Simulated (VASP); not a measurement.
**Cr3Ir2: core-level shifts**

Wanted: the chemical shifts that photoemission would resolve in Cr3Ir2.

Method: PBE, spin-polarised from a ferromagnetic start; plane waves and PAW (Cr_pv, Ir), in the first sound run; inputs show where later runs differ, in VASP 6.6.1.

This is a report of a sequence of runs, with most program output left out.

## Step 1: Set-up

The cell holds 20 atoms: 12 Cr and 8 Ir. Cell: a = 5.700 Å, b = 4.936 Å, c = 22.061 Å, α = 90.0°, β = 90.0°, γ = 54.7°. It derives from Cr. Ir replaces host atoms (under the top layer, both faces). Regions: layer 1, 4 atoms (4 Cr); layer 2, 4 atoms (4 Ir); layer 3, 4 atoms (4 Cr); other layers, 8 atoms (4 Ir and 4 Cr). Vacuum lies along c.

## Step 2: Relaxation

The free atoms are relaxed first inside the given cell, which is kept (ISIF = 0), since core levels depend on the positions.

INCAR reads:

```
SYSTEM = Cr3Ir2
PREC = Normal
ENCUT = 330
EDIFF = 1E-05
NELM = 100
ISMEAR = 0
SIGMA = 0.1
LREAL = Auto
ALGO = Fast
GGA = PE
NBANDS = 143
ISPIN = 2
MAGMOM = 3 3 3 3 3 3 3 3 3 3 3 3 0.6 0.6 0.6 0.6 0.6 0.6 0.6 0.6
LMAXMIX = 4
LORBIT = 11
LWAVE = .FALSE.
LCHARG = .FALSE.
KPAR = 2
NCORE = 4
IBRION = 2
NSW = 50
ISIF = 0
EDIFFG = -0.05
```

POSCAR reads:

```
Cr3Ir2
1.0
    5.7000000000      0.0000000000      0.0000000000
    2.8500000000      4.0305086528      0.0000000000
    0.0000000000      0.0000000000     22.0610173055
Cr Ir
12 8
Selective dynamics
Direct
    0.0000000000      0.0000000000      0.6826982230  T T T
    0.5000000000      0.0000000000      0.6826982230  T T T
    0.0000000000      0.5000000000      0.6826982230  T T T
    0.5000000000      0.5000000000      0.6826982230  T T T
    0.0000000000      0.0000000000      0.5000000000  F F F
    0.5000000000      0.0000000000      0.5000000000  F F F
    0.0000000000      0.5000000000      0.5000000000  F F F
    0.5000000000      0.5000000000      0.5000000000  F F F
    0.0000000000      0.0000000000      0.3173017770  T T T
    0.5000000000      0.0000000000      0.3173017770  T T T
    0.0000000000      0.5000000000      0.3173017770  T T T
    0.5000000000      0.5000000000      0.3173017770  T T T
    0.7500000000      0.5000000000      0.5913491110  T T T
    0.2500000000      0.5000000000      0.5913491110  T T T
    0.7500000000      0.0000000000      0.5913491110  T T T
    0.2500000000      0.0000000000      0.5913491110  T T T
    0.7500000000      0.5000000000      0.4086508890  T T T
    0.2500000000      0.5000000000      0.4086508890  T T T
    0.7500000000      0.0000000000      0.4086508890  T T T
    0.2500000000      0.0000000000      0.4086508890  T T T
```

KPOINTS reads:

```
Automatic mesh
0
Gamma
5 5 1
0 0 0
```

Potentials, in the order of the species: Cr_pv and Ir (PBE family, release 64).

The run is started by

```bash
$ mpirun -np 8 vasp_std
```

Elapsed: 12 min, on 8 MPI ranks of Intel Xeon 6975P-C (Granite Rapids), shared host; peak memory 2.1 GiB.

The moments of the start collapse, so the state is non-magnetic; other starts or orders were not tried. LASPH is off, so gradient terms of the non-spherical density inside the spheres are left out; for open d or f shells this can shift gaps and moments. The run keeps the 8 symmetry operations of its start, so it cannot find a distortion of lower symmetry.

Step by step:

```csv
step,energy less that of the first step (eV),largest force (eV/Å)
1,0.0000,1.5328
2,-0.9004,0.9881
3,-1.8051,1.1516
4,-1.8437,1.1656
5,-2.3606,0.2607
6,-2.3857,0.1100
7,-2.3907,0.0263
```

The atoms that moved most (Å):

```csv
atom,dx,dy,dz,length
Cr1,0.000,0.000,0.352,0.352
Cr12,0.000,0.000,-0.352,0.352
Cr11,0.000,0.000,-0.352,0.352
Cr9,0.000,0.000,-0.352,0.352
Cr10,0.000,0.000,-0.352,0.352
Cr4,0.000,0.000,0.352,0.352
Cr3,0.000,0.000,0.352,0.352
Cr2,0.000,0.000,0.352,0.352
```

Final coordinates:

```
Cr Ir
1.0
     5.70000    0.00000    0.00000
     2.85000    4.03051    0.00000
     0.00000    0.00000   22.06102
Cr Ir
12 8
Direct
  0.00000 0.00000 0.69868
  0.50000 0.00000 0.69868
  0.00000 0.50000 0.69868
  0.50000 0.50000 0.69868
  0.00000 0.00000 0.50000
  0.50000 0.00000 0.50000
  0.00000 0.50000 0.50000
  0.50000 0.50000 0.50000
  0.00000 0.00000 0.30132
  0.50000 0.00000 0.30132
  0.00000 0.50000 0.30132
  0.50000 0.50000 0.30132
  0.75000 0.50000 0.60026
  0.25000 0.50000 0.60026
  0.75000 0.00000 0.60026
  0.25000 0.00000 0.60026
  0.75000 0.50000 0.39974
  0.25000 0.50000 0.39974
  0.75000 0.00000 0.39974
  0.25000 0.00000 0.39974
```

Numbers from this step:

| Property | Result |
| --- | --- |
| free energy (TOTEN) | -167.7651 eV |
| energy at zero smearing | -167.6938 eV |
| Fermi energy | 2.815 eV |
| moment of the cell, from the last line of the log | 0 μB |

The spin moment in the PAW sphere vanishes on all atoms.

The forces on the free atoms are under 0.05 eV/Å.

## Step 3: Initial state

This step: PBE, zero-moment start; plane waves and PAW (Cr_pv, Ir) (VASP 6.6.1).

The cell without a hole gives, with ICORELEVEL = 1, the Kohn-Sham core levels of the initial state.

INCAR reads:

```
SYSTEM = Cr3Ir2
PREC = Normal
ENCUT = 330
EDIFF = 1E-05
NELM = 120
ISMEAR = 0
SIGMA = 0.1
LREAL = Auto
ALGO = Fast
GGA = PE
NBANDS = 143
ISPIN = 2
MAGMOM = 0 0 0 0 0 0 0 0 0 0 0 0 0 0 0 0 0 0 0 0
LMAXMIX = 4
LORBIT = 11
LWAVE = .FALSE.
LCHARG = .FALSE.
KPAR = 2
NCORE = 4
ICORELEVEL = 1
ISIF = 0
LVHAR = .TRUE.
```

POSCAR reads:

```
Cr3Ir2
1.0
    5.7000000000      0.0000000000      0.0000000000
    2.8500000000      4.0305086528      0.0000000000
    0.0000000000      0.0000000000     22.0610173055
Cr Ir
12 8
Direct
    0.0000000000      0.0000000000      0.6986765665
    0.5000000000      0.0000000000      0.6986765665
    0.0000000000      0.5000000000      0.6986765665
    0.5000000000      0.5000000000      0.6986765665
    0.0000000000      0.0000000000      0.5000000000
    0.5000000000      0.0000000000      0.5000000000
    0.0000000000      0.5000000000      0.5000000000
    0.5000000000      0.5000000000      0.5000000000
    0.0000000000      0.0000000000      0.3013234335
    0.5000000000      0.0000000000      0.3013234335
    0.0000000000      0.5000000000      0.3013234335
    0.5000000000      0.5000000000      0.3013234335
    0.7500000000      0.5000000000      0.6002647364
    0.2500000000      0.5000000000      0.6002647364
    0.7500000000      0.0000000000      0.6002647364
    0.2500000000      0.0000000000      0.6002647364
    0.7500000000      0.5000000000      0.3997352636
    0.2500000000      0.5000000000      0.3997352636
    0.7500000000      0.0000000000      0.3997352636
    0.2500000000      0.0000000000      0.3997352636
```

KPOINTS is that of step 2.

The run is started by

```bash
$ mpirun -np 8 vasp_std
```

The job ended after 1.9 min (8 MPI ranks; peak memory 2 GiB; 15 min of CPU time).

This run allows spin, but its moments start at zero, where symmetry between the spins tends to hold them, although Cr can carry a moment. These are scalar-relativistic Kohn-Sham levels of the ground state, with no core hole, so they are not binding energies.

The two shallowest core shells; atoms whose shallowest level rounds to another's at 0.01 eV are left out. Core levels, by row:

```csv
atom,shell,level below the Fermi level (eV)
Cr1,2p,559.3
Cr1,3s,71.63
Cr5,2p,559.6
Cr5,3s,71.86
Ir13,4f,57.06
Ir13,5p,49.72
```

## Step 4: Core hole, atom Cr4

This step: final-state core hole with the electron kept at the Fermi level, PBE, zero-moment start; plane waves and PAW (Cr_pv, Cr_pv, Ir) (VASP 6.6.1).

A core electron of Cr4 (2p) is moved to the Fermi level; this atom comes first in POSCAR as a species of its own.

INCAR, as its differences from that of step 3:

```diff
@@ -14,3 +14,2 @@
 LMAXMIX = 4
-LORBIT = 11
 LWAVE = .FALSE.
@@ -19,4 +18,7 @@
 NCORE = 4
-ICORELEVEL = 1
+ICORELEVEL = 2
+CLNT = 1
+CLN = 2
+CLL = 1
+CLZ = 1
 ISIF = 0
-LVHAR = .TRUE.
```

POSCAR, as its differences from that of step 3:

```diff
@@ -5,5 +5,6 @@
     0.0000000000      0.0000000000     22.0610173055
-Cr Ir
-12 8
+Cr Cr Ir
+1 11 8
 Direct
+    0.5000000000      0.5000000000      0.6986765665
     0.0000000000      0.0000000000      0.6986765665
@@ -11,3 +12,2 @@
     0.0000000000      0.5000000000      0.6986765665
-    0.5000000000      0.5000000000      0.6986765665
     0.0000000000      0.0000000000      0.5000000000
```

KPOINTS is that of step 3.

The projector-augmented-wave data sets are Cr_pv, Cr_pv and Ir (PBE family, release 64).

The run is started by

```bash
$ mpirun -np 8 vasp_std
```

Elapsed: 3.3 min, on 8 MPI ranks; peak memory 2 GiB.

Numbers from this step:

* free energy (TOTEN): -444.9622 eV
* energy at zero smearing: -444.8920 eV
* Fermi energy: 2.787 eV
* moment of the cell, from the last line of the log: -0.0121 μB

This is the reference for holes on Cr.

## Step 5: Core hole, atom Cr3

The same hole on the next atom.

INCAR is that of step 4.

POSCAR, as its differences from that of step 4:

```diff
@@ -8,6 +8,6 @@
 Direct
-    0.5000000000      0.5000000000      0.6986765665
+    0.0000000000      0.5000000000      0.6986765665
     0.0000000000      0.0000000000      0.6986765665
     0.5000000000      0.0000000000      0.6986765665
-    0.0000000000      0.5000000000      0.6986765665
+    0.5000000000      0.5000000000      0.6986765665
     0.0000000000      0.0000000000      0.5000000000
```

KPOINTS is that of step 4.

The run is started by

```bash
$ mpirun -np 8 vasp_std
```

Wall time 2.8 min (8 MPI ranks); peak memory 2 GiB; 23 min of CPU time.

Against the hole on Cr4 the energy differs by +0.00 eV.

## Step 6: Core hole, atom Cr5

INCAR is that of step 5.

POSCAR, as its differences from that of step 5:

```diff
@@ -8,7 +8,7 @@
 Direct
-    0.0000000000      0.5000000000      0.6986765665
+    0.0000000000      0.0000000000      0.5000000000
     0.0000000000      0.0000000000      0.6986765665
     0.5000000000      0.0000000000      0.6986765665
+    0.0000000000      0.5000000000      0.6986765665
     0.5000000000      0.5000000000      0.6986765665
-    0.0000000000      0.0000000000      0.5000000000
     0.5000000000      0.0000000000      0.5000000000
```

KPOINTS is that of step 5.

The run is started by

```bash
$ mpirun -np 8 vasp_std
```

Elapsed: 3.2 min, on 8 MPI ranks; peak memory 2 GiB; 25 min of CPU time.

Against the hole on Cr4 the energy differs by +0.18 eV.

## Step 7: Summary

This step: core-level shifts, PBE; plane waves and PAW (VASP 6.6.1).

Derived from the runs above.

A positive shift is a higher binding energy. Cost is wall time times ranks on a shared host. Core-level shifts:

```csv
atom,region,shell,Kohn-Sham level below the Fermi level (eV),initial-state shift (eV),final-state shift (eV),shifts are from,cost (core minutes)
Cr4,layer 1,2p,559.3,0,0,Cr4,26.28
Cr3,layer 1,2p,559.3,0,-1.36e-4,Cr4,22.67
Cr5,layer 3,2p,559.6,0.2223,0.1793,Cr4,25.47
```

## Step 8: Results

```
Cr5 2p (layer 3), from Cr4 : initial state +0.22 eV, final state +0.18 eV
```

Against Cr4, Cr5 is shifted by +0.22 eV in the initial state and by +0.18 eV with the hole (energies extrapolated to zero smearing). Cr3 has the level of the reference atom in both states, as equivalent sites do. Only these atoms were given a hole, so other sites aren't ranked. The difference of the two pictures holds the screening of the hole, but also the cell's limits: holes repeat 4.9 Å apart, and the electron from the core stays in the cell, where it moves the Fermi energy by -0.05 to -0.02 eV, less than the shifts themselves. Cell size, mesh and smearing weren't varied between the hole runs, and no dipole correction was applied to the slab. The other core electrons are frozen, spin-orbit splitting and multiplets are absent, and only shifts between atoms of one element are meaningful. Not tabulated here, as repeats of values shown or as unfit to read for their mesh, reference level or band range: core levels (core hole).

[Lines on the potential files, build, host, timing and source positions are cut from VASP's logs without a mark.]

[Logs are printed without paths, hosts, clocks, repeated set-up lines and the standing remarks that a program may print on its own settings, such as how far it seeks lower states.]

[Hosts, paths, dates, database ids (printed as entryN), source tags and the programs' standing remarks are cut or masked in the printed files.]
